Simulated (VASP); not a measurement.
NiMoIrPdW:

```
Ni Mo Pd Ir W
1.0
     4.08250    0.00000    0.00000
    -2.04125    3.53555    0.00000
     0.00000    0.00000    5.29734
Ni Mo Pd Ir W
1 1 1 1 1
Direct
  0.00000 0.00000 0.50000
  0.33333 0.66667 0.00000
  0.33333 0.66667 0.50000
  0.66667 0.33333 0.50000
  0.66667 0.33333 0.00000
```

The cell was built by a generator and needn't be a form met in nature.

| Quantity | Value |
| --- | --- |
| Program | VASP 6.6.1 |
| Task | relaxation of cell and atoms |
| Functional | PBE |
| Potentials or basis | VASP PAW PBE potentials, release 64 (Ni, Mo_sv, Pd, Ir, W_sv) |
| Cutoff | 520 eV |
| k mesh | 5 × 5 × 3 |
| Occupations | gaussian, width 0.15 eV |
| Spin | collinear spin, ferromagnetic start |
| Starting moments | [1.0, 1.0, 0.0, 0.6, 0.0] μB |

At the start: pressure 38.7 GPa; volume 15.29 Å³/atom.

Question: How do energy, volume and symmetry change on relaxing?

Answer: Over 17 steps the energy falls by 430.4 meV/atom and the volume is 17.45 Å³/atom (+14.1 %); space group P-6m2 (No. 187, to 0.05 Å); moment 0.00 μB per cell.

The path:
```
step  energy change (eV)  largest force (eV/Å)  pressure (GPa)  volume (Å³)
   1              0.0000                0.0000           38.66        76.46
   2              2.1544                0.0000          -27.20       123.12
   3             -0.2996                0.0000            9.04        92.05
   4             -1.4222                0.0000          -16.71        98.70
   5             -1.7360                0.0000          -11.98        94.70
   6             -1.8039                0.0000          -10.25        93.44
   7             -1.8340                0.0000           -9.88        92.74
   8             -1.8468                0.0000           -9.15        92.40
   9             -1.8008                0.0000           16.25        80.54
  10             -2.0701                0.0000            1.55        86.56
  11             -2.0707                0.0000            1.63        86.33
  12             -2.0082                0.0000            9.83        83.40
  13             -2.0705                0.0000            2.48        86.14
  14             -2.1459                0.0000            1.99        86.32
  15             -2.1462                0.0000            2.01        86.31
  16             -2.1423                0.0000           -2.55        88.44
  17             -2.1518                0.0000            0.30        87.23
```

Final structure:
```
Ni Mo Pd Ir W
1.0
     4.48988    0.00000    0.00000
    -2.24494    3.88835    0.00000
     0.00000    0.00000    4.99634
Ni Mo Pd Ir W
1 1 1 1 1
Direct
  0.00000 0.00000 0.50000
  0.33333 0.66667 0.00000
  0.33333 0.66667 0.50000
  0.66667 0.33333 0.50000
  0.66667 0.33333 0.00000
```

Caveat: the k mesh is coarse (spacing up to 0.40 Å⁻¹), so the values aren't converged.
